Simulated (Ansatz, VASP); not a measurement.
## BiB in VASP and in Ansatz

INCAR

```
SYSTEM = BiB
PREC = Accurate
ENCUT = 520
EDIFF = 1E-6
ISMEAR = -1
SIGMA = 0.02
LREAL = .False.
LASPH = .True.
NELM = 100
ALGO = Normal
ISIF = 2
LWAVE = .False.
LCHARG = .False.
GGA = PE
NBANDS = 16
```

Contents of KPOINTS:

```
regular mesh
0
Gamma
  8 8 8
  0 0 0
```

Contents of POSCAR:

```
BiB
1.0
    0.0000000000      2.8126728681      2.7011386628
    2.8126728681      0.0000000000      2.7011386628
    2.8126728681      2.8126728681      0.0000000000
B Bi
1 1
Direct
    0.0000000000      0.0000000000      0.0000000000
    0.2500000000      0.2500000000      0.2500000000
```

Input for Ansatz:

```yaml
crystal:
  lattice:
    - [0.0, 2.8126728681, 2.7011386628]
    - [2.8126728681, 0.0, 2.7011386628]
    - [2.8126728681, 2.8126728681, 0.0]
  atoms:
    - { symbol: B, position: [0.0, 0.0, 0.0] }
    - { symbol: Bi, position: [0.25, 0.25, 0.25] }
kpoints:
  mp_grid: { grid: [8, 8, 8] }
  band_path:
    path:
      - [0.0, 0.0, 0.0]
      - [-0.5, -0.5, 0.0]
      - [-0.375, -0.375, 0.25]
      - [-0.375, 0.0, 0.375]
      - [0.0, 0.0, 0.5]
      - [-0.5, -0.25, 0.25]
      - [-0.012939, 0.0, -0.012939]
    npoints: 1
hamiltonian:
  xc: pbe
scf:
  occupations: { method: fermi_dirac, width: 0.02 }
  n_extra_bands: 4
output:
  forces: true
  stress: true
  eigenvalues: true
```

Change from the starting cell: epitaxial_xy strain +2.5%.

Alike in both runs: task single point; functional PBE; k mesh 8 × 8 × 8; occupations fermi-dirac, width 0.02 eV; no spin polarisation.

```csv
,VASP,Ansatz
version,VASP 6.6.1,Ansatz 0.2.0
potentials or method,"VASP PAW PBE potentials, release 64 (B, Bi_d)","plane waves, PAW"
plane-wave cutoff (eV),520,420
valence electrons in the cell,18,18
```

|  | VASP | Ansatz | Ansatz less VASP |
| --- | --- | --- | --- |
| pressure (GPa) | -1.1 | -1.0 | +0.06 |
| largest component of the traceless stress (GPa) | 2.19 | 2.19 | -0.001 |

The functional is the same, so the differences come from potentials, cutoffs and numerics.

Caveats: spin-orbit coupling is left out, which as a rule narrows the gap of such compounds by several tenths of an eV. A k mesh can miss the band edges.
